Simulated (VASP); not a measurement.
Input:

```yaml
crystal:
  lattice:
    - [1.67231, -2.89652, 0.00000]
    - [1.67231, 2.89652, 0.00000]
    - [0.00000, 0.00000, 5.60732]
  atoms:
    - { symbol: Ti, position: [0.00000, 0.00000, 0.00000] }
    - { symbol: S, position: [0.33333, 0.66667, 0.25503] }
    - { symbol: S, position: [0.66667, 0.33333, 0.74497] }
```

Calculation: PBEsol GGA, VASP's PBE PAW potentials (set 64) (plane waves; VASP). Numerical set-up: 400 eV cut-off, Gaussian smearing of 0.050 eV, potentials Ti_sv S.

Without a dispersion term in the relaxation, distances and binding between the weakly bound layers, chains or molecules are unreliable, and so is what depends on them.

Task: Give the energies of bands 7 to 15 at the high-symmetry points, in eV from the Fermi level.

Result: 
```tsv
band	Γ	M	K	A	L	H
7	-5.68	-5.48	-4.47	-3.91	-5.57	-4.60
8	-2.72	-3.85	-4.29	-2.70	-4.75	-4.60
9	-2.72	-3.05	-4.29	-2.67	-2.95	-3.91
10	0.08	-2.83	-2.75	-2.67	-2.84	-3.24
11	0.25	-2.62	-2.75	0.03	-1.21	-2.25
12	0.25	-1.53	-2.40	0.03	-1.12	-2.25
13	0.55	0.17	1.32	0.53	-0.17	1.34
14	0.55	1.71	1.96	0.53	1.70	1.53
15	0.85	2.16	1.96	1.59	2.12	1.53
```

It has no gap at this level: it comes out as a metal or semimetal.

The compound is TiS2 in the 1T layered structure. It was relaxed first, which changed the volume by -5 %.
